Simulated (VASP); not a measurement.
All values below come from vdW-DF-cx, VASP's PBE PAW potentials (set 64) (plane waves; VASP).

Input for VASP

**POSCAR**
```
Ba
1.0
 -2.4423303636   2.4423303636   2.4423303636
  2.4423303636  -2.4423303636   2.4423303636
  2.4423303636   2.4423303636  -2.4423303636
Ba
1
direct
  0.0000000000   0.0000000000   0.0000000000
```

INCAR:
```
! general
SYSTEM   = Ba
PREC     = Accurate
ENCUT    = 520
LREAL    = F
LASPH    = T

! electronic loop
EDIFF    = 1E-6
NELM     = 100
ALGO     = Normal
LMAXMIX  = 4

! smearing
ISMEAR   = 1
SIGMA    = 0.1

! functional
GGA      = CX
LUSE_VDW = T
AGGAC    = 0.0

! ions
IBRION   = 2
NSW      = 60
ISIF     = 3
EDIFFG   = -0.01

! output
LWAVE    = F
LCHARG   = F
```

KPOINTS:
```
Automatic mesh
0
Gamma
10 10 10
0 0 0
```

POTCAR, in this order: Ba_sv (PBE.64 set). Program: vasp_std.

What VASP printed:

### OSZICAR
```
       N       E                     dE             d eps       ncg     rms          rms(c)
DAV:   1     0.587643575602E+02    0.58764E+02   -0.44610E+03   846   0.932E+02
DAV:   2     0.235613260457E+01   -0.56408E+02   -0.55728E+02  1041   0.150E+02
DAV:   3     0.200083975509E+00   -0.21560E+01   -0.21479E+01  1021   0.349E+01
DAV:   4     0.147719851099E+00   -0.52364E-01   -0.52309E-01  1395   0.470E+00
DAV:   5     0.147355187604E+00   -0.36466E-03   -0.36464E-03  1118   0.250E-01    0.181E+00
DAV:   6     0.148181203019E+00    0.82602E-03   -0.32334E-03  1119   0.659E-01    0.108E+00
DAV:   7     0.147149011529E+00   -0.10322E-02   -0.86313E-03   944   0.111E+00    0.531E-02
DAV:   8     0.146802424044E+00   -0.34659E-03   -0.56040E-04  1157   0.172E-01    0.331E-02
DAV:   9     0.146804110826E+00    0.16868E-05   -0.20243E-05  1208   0.403E-02    0.660E-03
DAV:  10     0.146802445646E+00   -0.16652E-05   -0.22628E-06   925   0.146E-02    0.340E-03
DAV:  11     0.146802201687E+00   -0.24396E-06   -0.92752E-07   579   0.119E-02
   1 F= 0.14680220E+00 E0= 0.14703789E+00  d E =0.146802E+00
```

**OUTCAR**
```
------------------------ aborting loop because EDIFF is reached ----------------------------------------
  FORCE on cell =-STRESS in cart. coord.  units (eV):
  Direction    XX          YY          ZZ          XY          YZ          ZX
  --------------------------------------------------------------------------------------
  Total       -0.0015061     -0.0015061     -0.0015061     -0.0000000      0.0000000      0.0000000
  in kB       -0.0414100     -0.0414100     -0.0414100     -0.0000000      0.0000000      0.0000000
  external PRESSURE =      -0.0414100 kB  Pullay stress =       0.0000000 kB
  volume of cell :       58.27
      direct lattice vectors                 reciprocal lattice vectors
    -2.442330364  2.442330364  2.442330364     0.000000000  0.204722509  0.204722509
     2.442330364 -2.442330364  2.442330364     0.204722509  0.000000000  0.204722509
     2.442330364  2.442330364 -2.442330364     0.204722509  0.204722509  0.000000000
 POSITION                                       TOTAL-FORCE (eV/Angst)
 -----------------------------------------------------------------------------------
      0.00000      0.00000      0.00000         0.000000     -0.000000     -0.000000
 -----------------------------------------------------------------------------------
    total drift:                                0.000000      0.000000     -0.000000
  FREE ENERGIE OF THE ION-ELECTRON SYSTEM (eV)
  ---------------------------------------------------
  free  energy   TOTEN  =         0.1468022017 eV

  energy  without entropy=        0.1475092654  energy(sigma->0) =        0.14703789

 reached required accuracy - stopping structural energy minimisation
```
(Selected blocks of OUTCAR.)

The compound is Ba in the bcc structure. It was relaxed first, which changed the volume by -8 %. The start is the result of an earlier pass.
